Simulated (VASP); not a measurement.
Pt (fcc) is relaxed at rising pressure, each step from the one before. Symmetry mostly holds the structure type, and other phases were not tried. The mesh follows the cell, and a change of mesh leaves a small step in the series.

Input:

```cif
data_Pt
_chemical_formula_sum 'Pt1'
_space_group_name_H-M_alt 'P 1'
_space_group_IT_number 1
_cell_length_a 2.80436
_cell_length_b 2.80436
_cell_length_c 2.80436
_cell_angle_alpha 60.000
_cell_angle_beta 60.000
_cell_angle_gamma 60.000
loop_
_space_group_symop_operation_xyz
  'x, y, z'
loop_
_atom_site_label
_atom_site_type_symbol
_atom_site_fract_x
_atom_site_fract_y
_atom_site_fract_z
_atom_site_occupancy
Pt1 Pt 0.00000 0.00000 0.00000 1
```

Calculation: PBE GGA, VASP's PBE PAW potentials (set 64) (plane waves; VASP). Numerical set-up: 500 eV cut-off, 16×16×16 Γ-centred mesh, first-order Methfessel-Paxton smearing of 0.10 eV, potentials Pt.

Unless said otherwise, spin-orbit coupling is left out, though it shifts the bands of the heavy elements here.

```json
[
 {"P (GPa)": "0", "V (Å³/atom)": "15.60", "H − H(0) (eV/atom)": "0.000", "space group": "Fm-3m", "gap on the mesh (eV)": "0.00", "k-mesh": "16×16×16"},
 {"P (GPa)": "5", "V (Å³/atom)": "___", "H − H(0) (eV/atom)": "___", "space group": "Fm-3m", "gap on the mesh (eV)": "0.00", "k-mesh": "16×16×16"},
 {"P (GPa)": "10", "V (Å³/atom)": "15.05", "H − H(0) (eV/atom)": "0.956", "space group": "Fm-3m", "gap on the mesh (eV)": "0.00", "k-mesh": "16×16×16"},
 {"P (GPa)": "20", "V (Å³/atom)": "___", "H − H(0) (eV/atom)": "___", "space group": "Fm-3m", "gap on the mesh (eV)": "0.00", "k-mesh": "16×16×16"},
 {"P (GPa)": "30", "V (Å³/atom)": "14.22", "H − H(0) (eV/atom)": "2.781", "space group": "Fm-3m", "gap on the mesh (eV)": "0.00", "k-mesh": "16×16×16"},
 {"P (GPa)": "45", "V (Å³/atom)": "13.74", "H − H(0) (eV/atom)": "4.089", "space group": "Fm-3m", "gap on the mesh (eV)": "0.00", "k-mesh": "16×16×16"}
]
```

Fill in the missing entries.

- 5, V (Å³/atom): 15.31
- 5, H − H(0) (eV/atom): 0.482
- 20, V (Å³/atom): 14.60
- 20, H − H(0) (eV/atom): 1.881

Pressures at which the relaxation failed are left out.

The compound is Pt in the fcc structure.
